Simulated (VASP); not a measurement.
Given:

```
CELL_PARAMETERS angstrom
      0.00000     2.59844     2.59844
      2.59844     0.00000     2.59844
      2.59844     2.59844     0.00000
ATOMIC_POSITIONS crystal
  Mg 0.00000 0.00000 0.00000
  S  0.50000 0.50000 0.50000
```

Level of theory: rev-vdW-DF2, VASP's PBE PAW potentials (set 64) (plane waves; VASP 6.6.1). Run with 520 eV cut-off, 9×9×9 Γ-centred mesh, Gaussian smearing of 0.050 eV, potentials Mg S.

### Question
Estimate the energy per atom (σ→0).

### Answer

```
Quantity                                Value
---------------------  ----------------------
energy per atom (σ→0)  -296.4 kJ/mol of atoms
```

The absolute energy has meaning only against runs of the same code, potentials and settings.

The compound is MgS in the rock salt structure. It was relaxed first.
